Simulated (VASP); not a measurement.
All values below come from HSE06 screened hybrid, VASP's PBE PAW potentials (set 64) (plane waves; VASP).

The input files of a VASP run:

**INCAR**
```
AEXX = 0.25
ALGO = Normal
EDIFF = 1E-5
ENCUT = 400
GGA = PE
HFSCREEN = 0.2
ISIF = 0
ISMEAR = 0
ISYM = 0
LASPH = .TRUE.
LCHARG = .FALSE.
LHFCALC = .TRUE.
LREAL = Auto
LWAVE = .FALSE.
NELECT = 252.0
NELM = 50
NELMIN = 4
PREC = Normal
PRECFOCK = Fast
SIGMA = 0.05
SYSTEM = PSi62
```

### POSCAR
```
PSi62
1
   10.9370747000     0.0000000000     0.0000000000
    0.0000000000    10.9370747000     0.0000000000
    0.0000000000     0.0000000000    10.9370747000
Si P
62 1
Direct
  0.4993949825   0.9994097533   0.9995680544
  0.6274245472   0.1239447366   0.1240300423
  0.7507922359   0.2489941813   0.9980508246
  0.8758465202   0.3723314290   0.1240640483
  0.7508153171   0.9979817354   0.2492106307
  0.8759820003   0.1238749502   0.3725390334
  0.0004932854   0.9993278058   0.9996512629
  0.1266098673   0.1244171197   0.1247056483
  0.2519991202   0.2493799988   0.0007797929
  0.3779338065   0.3767507216   0.1284866818
  0.4996229294   0.5002296885   0.9999973751
  0.6231260054   0.6218987897   0.1285190765
  0.7504396153   0.7478192796   0.0007599056
  0.8754220391   0.8732775464   0.1246462729
  0.2520372533   0.0005533182   0.2497166752
  0.3780147945   0.1284079770   0.3768962443
  0.5029521866   0.2464119513   0.2464068311
  0.7534338490   0.4967814056   0.2465110703
  0.8714593766   0.6218265289   0.3768944910
  0.4996534457   0.9998989075   0.5004061409
  0.6231732130   0.1283005786   0.6221433397
  0.7537350603   0.2461629959   0.4973055689
  0.8716240929   0.3767024623   0.6221733017
  0.7504108556   0.0005107646   0.7480817477
  0.8754392679   0.1243187873   0.8735497792
  0.0004177036   0.5003755055   0.9996101405
  0.1259154874   0.6237851795   0.1269877725
  0.2492990934   0.7505354346   0.0016191557
  0.3760735315   0.8739830650   0.1269648666
  0.0018910196   0.2490564235   0.2491975755
  0.1246048862   0.3750745760   0.3751655537
  0.2524527514   0.4999611895   0.2542508652
  0.3761227227   0.6237407646   0.3841575166
  0.4998807125   0.7474365440   0.2542171284
  0.6248347757   0.8753060845   0.3751808140
  0.0004756016   0.9993866577   0.5005759338
  0.1259484246   0.1268046124   0.6239377776
  0.2524399886   0.2541107759   0.5001325940
  0.3759814765   0.3839799312   0.6239666252
  0.6158154567   0.6237624713   0.6239571612
  0.7458050466   0.7474362142   0.5000462515
  0.8730196188   0.8739836436   0.6238739183
  0.2493148410   0.0014857545   0.7506809817
  0.3760674701   0.1268057029   0.8741021568
  0.4998329629   0.2541158514   0.7475523552
  0.6248401842   0.3750591594   0.8753376848
  0.7458094506   0.4999240422   0.7475902691
  0.8730086812   0.6237706366   0.8741383999
  0.9992661410   0.7478191556   0.2496321404
  0.1247784818   0.8750248865   0.3755139850
  0.0000151017   0.5001941912   0.5004312994
  0.1229435641   0.6263328651   0.6265402825
  0.2488965215   0.7509603114   0.5027262235
  0.3735184624   0.8769141801   0.6264953191
  0.9993304452   0.2493234218   0.7481337433
  0.1247345497   0.3752266088   0.8753604268
  0.2488126208   0.5025429092   0.7512044235
  0.3734929106   0.6263520279   0.8771123671
  0.4973006817   0.7510048978   0.7511631335
  0.6245285508   0.8750522178   0.8753397588
  0.9983514308   0.7505696758   0.7506752879
  0.1246137198   0.8752534981   0.8753598867
  0.5026112631   0.4972535200   0.4974973851
```

File KPOINTS:
```
Regular mesh
0
gamma
1 1 1
```

POTCAR, in this order: Si P (PBE.64 set). Program: vasp_gam. Read from the step before: WAVECAR.

What VASP printed:

### OUTCAR
```
 ion  position               nearest neighbor table
   1  0.499  0.999  1.000-  60 2.36  29 2.38  44 2.38   2 2.38
   2  0.627  0.124  0.124-  17 2.33   3 2.36   5 2.37   1 2.38
   3  0.751  0.249  0.998-  25 2.36   2 2.36   4 2.36  46 2.37
   4  0.876  0.372  0.124-  18 2.33   3 2.36  30 2.36  26 2.38
   5  0.751  0.998  0.249-  14 2.36   6 2.36   2 2.37  35 2.37
   6  0.876  0.124  0.373-  22 2.33   5 2.36  30 2.36  36 2.38
   7  0.000  0.999  1.000-  62 2.35  14 2.38  25 2.38   8 2.38
   8  0.127  0.124  0.125-  30 2.36   9 2.36  15 2.36   7 2.38
   9  0.252  0.249  0.001-  44 2.36   8 2.36  56 2.39  10 2.41
  10  0.378  0.377  0.128-  17 2.36  11 2.36  32 2.36   9 2.41
  11  0.500  0.500  1.000-  10 2.36  12 2.36  46 2.37  58 2.37
  12  0.623  0.622  0.129-  18 2.36  11 2.36  34 2.36  13 2.41
  13  0.750  0.748  0.001-  48 2.36  14 2.36  60 2.39  12 2.41
  14  0.875  0.873  0.125-   5 2.36  49 2.36  13 2.36   7 2.38
  15  0.252  0.001  0.250-  29 2.36   8 2.36  50 2.39  16 2.41
  16  0.378  0.128  0.377-  17 2.36  20 2.36  38 2.36  15 2.41
  17  0.503  0.246  0.246-   2 2.33  10 2.36  16 2.36
  18  0.753  0.497  0.247-   4 2.33  12 2.36  19 2.36
  19  0.871  0.622  0.377-  18 2.36  51 2.36  41 2.36  49 2.41
  20  0.500  1.000  0.500-  21 2.36  16 2.36  35 2.37  54 2.37
  21  0.623  0.128  0.622-  22 2.36  20 2.36  45 2.37  24 2.41
  22  0.754  0.246  0.497-   6 2.33  21 2.36  23 2.36
  23  0.872  0.377  0.622-  22 2.36  51 2.36  47 2.36  55 2.41
  24  0.750  0.001  0.748-  42 2.36  25 2.36  60 2.39  21 2.41
  25  0.875  0.124  0.874-   3 2.36  24 2.36  55 2.36   7 2.38
  26  0.000  0.500  1.000-  56 2.36  48 2.38  27 2.38   4 2.38
  27  0.126  0.624  0.127-  49 2.36  28 2.37  26 2.38  32 2.38
  28  0.249  0.751  0.002-  58 2.35  27 2.37  29 2.37  62 2.37
  29  0.376  0.874  0.127-  15 2.36  28 2.37   1 2.38  34 2.38
  30  0.002  0.249  0.249-   8 2.36   6 2.36   4 2.36  31 2.37
  31  0.125  0.375  0.375-  32 2.36  38 2.36  30 2.37  51 2.37
  32  0.252  0.500  0.254-  31 2.36  10 2.36  33 2.38  27 2.38
  33  0.376  0.624  0.384-  63 2.32  53 2.36  32 2.38  34 2.38
  34  0.500  0.747  0.254-  35 2.36  12 2.36  33 2.38  29 2.38
  35  0.625  0.875  0.375-  41 2.36  34 2.36   5 2.37  20 2.37
  36  0.000  0.999  0.501-  50 2.36  42 2.38  37 2.38   6 2.38
  37  0.126  0.127  0.624-  55 2.36  43 2.37  36 2.38  38 2.38
  38  0.252  0.254  0.500-  31 2.36  16 2.36  39 2.38  37 2.38
  39  0.376  0.384  0.624-  63 2.32  57 2.36  38 2.38  45 2.38
...
```

File OSZICAR:
```
       N       E                     dE             d eps       ncg     rms          rms(c)
DAV:   1    -0.394012994233E+03   -0.39401E+03   -0.12616E+01   316   0.805E+00    0.191E+01
DAV:   2    -0.394112473204E+03   -0.99479E-01   -0.33641E-01   362   0.126E+00    0.125E+01
DAV:   3    -0.394095861672E+03    0.16612E-01   -0.30004E-02   354   0.335E-01    0.738E+00
DAV:   4    -0.394090049426E+03    0.58122E-02   -0.80450E-03   346   0.159E-01    0.425E+00
DAV:   5    -0.394087783910E+03    0.22655E-02   -0.11236E-03   370   0.675E-02    0.245E+00
DAV:   6    -0.394086963068E+03    0.82084E-03   -0.50057E-04   362   0.460E-02    0.139E+00
DAV:   7    -0.394086717447E+03    0.24562E-03   -0.19267E-04   354   0.264E-02    0.788E-01
DAV:   8    -0.394086639186E+03    0.78260E-04   -0.36834E-05   290   0.122E-02    0.452E-01
DAV:   9    -0.394086616290E+03    0.22896E-04   -0.13642E-05   186   0.785E-03    0.258E-01
DAV:  10    -0.394086611628E+03    0.46625E-05   -0.66966E-06   186   0.551E-03
   1 F= -.39408661E+03 E0= -.39408661E+03  d E =-.182426E-10
```

OUTCAR:
```
------------------------ aborting loop because EDIFF is reached ----------------------------------------
  volume of cell :     1308.29
      direct lattice vectors                 reciprocal lattice vectors
    10.937074700  0.000000000  0.000000000     0.091432127  0.000000000  0.000000000
     0.000000000 10.937074700  0.000000000     0.000000000  0.091432127  0.000000000
     0.000000000  0.000000000 10.937074700     0.000000000  0.000000000  0.091432127
 POSITION                                       TOTAL-FORCE (eV/Angst)
 -----------------------------------------------------------------------------------
      5.46192     10.93062     10.93235        -0.004397      0.026278      0.024250
      6.86219      1.35559      1.35653         0.045322     -0.022880     -0.015759
      8.21147      2.72327     10.91576        -0.016921      0.015926      0.003396
      9.57920      4.07222      1.35690         0.025883     -0.041800     -0.019798
      8.21172     10.91500      2.72564        -0.017638      0.006534      0.008097
      9.58068      1.35483      4.07449         0.018539     -0.015893     -0.042022
      0.00540     10.92972     10.93326        -0.022754      0.029490      0.024212
      1.38474      1.36076      1.36391        -0.001323     -0.015878     -0.014070
      2.75613      2.72749      0.00853        -0.013328     -0.022593      0.015284
      4.13349      4.12055      1.40527         0.018443      0.067834     -0.024328
      5.46441      5.47105     10.93705         0.001866     -0.004468      0.008577
      6.81518      6.80175      1.40562        -0.067339     -0.021997     -0.019915
      8.20761      8.17896      0.00831         0.023597      0.017598      0.019753
      9.57456      9.55110      1.36327         0.012420     -0.005168     -0.011323
      2.75655      0.00605      2.73117        -0.015681      0.013540     -0.032210
      4.13438      1.40441      4.12214         0.019100     -0.018350      0.067789
      5.50083      2.69503      2.69497        -0.039768     -0.094844     -0.086591
      8.24036      5.43334      2.69611         0.088789      0.042953     -0.088148
      9.53122      6.80096      4.12212         0.023532     -0.021181      0.064946
      5.46475     10.93597      5.47298         0.004594      0.004142     -0.002426
      6.81569      1.40323      6.80443        -0.074255     -0.017012     -0.016615
      8.24366      2.69230      5.43907         0.090318     -0.086782      0.039170
      9.53302      4.12002      6.80476         0.019049      0.065583     -0.018516
      8.20730      0.00559      8.18183         0.027660      0.012414      0.015014
      9.57474      1.35968      9.55408         0.011115     -0.011372     -0.005924
      0.00457      5.47264     10.93281        -0.023402      0.012596      0.023739
      1.37715      6.82239      1.38887         0.023494     -0.003246     -0.021369
      2.72660      8.20866      0.01771        -0.012961      0.015731      0.023701
      4.11314      9.55882      1.38862        -0.002040     -0.028649     -0.017833
      0.02068      2.72395      2.72549        -0.004228      0.015019      0.015376
      1.36281      4.10222      4.10321         0.018488     -0.008302     -0.000302
      2.76109      5.46811      2.78076        -0.025605      0.014037      0.014597
      4.11368      6.82190      4.20156         0.041111     -0.039906      0.008467
      5.46723      8.17477      2.78039        -0.005265      0.028507      0.020041
      6.83386      9.57329      4.10338         0.000858     -0.025922     -0.005968
      0.00520     10.93037      5.47484        -0.020673      0.026619      0.007718
      1.37751      1.38687      6.82405         0.021851     -0.019998     -0.003274
      2.76096      2.77923      5.46999        -0.029066      0.015584      0.003255
      4.11214      4.19962      6.82437         0.048073      0.014955     -0.045784
      6.73522      6.82214      6.82427         0.006038     -0.038518     -0.042736
      8.15693      8.17477      5.46904        -0.027488      0.022810      0.017880
      9.54828      9.55882      6.82336         0.020915     -0.029031      0.003201
      2.72678      0.01625      8.21025        -0.011128      0.020448      0.014676
      4.11308      1.38688      9.56012         0.001576     -0.019503     -0.027359
      5.46671      2.77928      8.17604        -0.002891      0.013354      0.028134
      6.83392      4.10205      9.57363        -0.000862     -0.009007     -0.015058
      8.15697      5.46771      8.17645        -0.019934      0.019732      0.020615
      9.54816      6.82223      9.56052         0.028656     -0.001531     -0.030980
     10.92905      8.17895      2.73025        -0.015607      0.012735     -0.026404
      1.36471      9.57021      4.10702         0.023488     -0.023236      0.005721
      0.00017      5.47066      5.47325        -0.008611     -0.000233     -0.002624
      1.34464      6.85025      6.85252         0.017784     -0.006519     -0.008481
      2.72220      8.21331      5.49835        -0.008508      0.007097      0.025860
      4.08520      9.59088      6.85203         0.007886     -0.016382     -0.004352
     10.92975      2.72687      8.18239        -0.014737     -0.025183      0.013068
      1.36423      4.10388      9.57388         0.028845      0.008084     -0.029530
      2.72128      5.49635      8.21598        -0.009169      0.021391      0.014932
      4.08492      6.85046      9.59304         0.009109     -0.008621     -0.024683
      5.43901      8.21380      8.21553        -0.025681      0.008257      0.012153
      6.83052      9.57051      9.57366        -0.005603     -0.025438     -0.026280
     10.91904      8.20904      8.21019        -0.023832      0.009785      0.013740
      1.36291      9.57271      9.57388         0.015442     -0.021641     -0.013266
      5.49710      5.43850      5.44117        -0.173145      0.162052      0.166569
 -----------------------------------------------------------------------------------
    total drift:                                0.054058     -0.060009     -0.050315
  FREE ENERGIE OF THE ION-ELECTRON SYSTEM (eV)
  ---------------------------------------------------
  free  energy   TOTEN  =      -394.0866116276 eV

  energy  without entropy=     -394.0866116276  energy(sigma->0) =     -394.08661163

  exchange ACFDT corr.  =         0.00000000  see jH, gK, PRB 81, 115126
```
(Selected blocks of OUTCAR.)

The cell is charged, with a uniform compensating background. The supercell is sampled at Γ alone, which is coarse: total energies, pressure and levels can be off, energies of defects by several tenths of an eV.

The cell is a supercell with a defect, built from Si (diamond): P_Si-vac_Si, charge +1. The cell's shape comes from a PBE relaxation. The run is not spin-polarised, so no state with unpaired spins was tried.
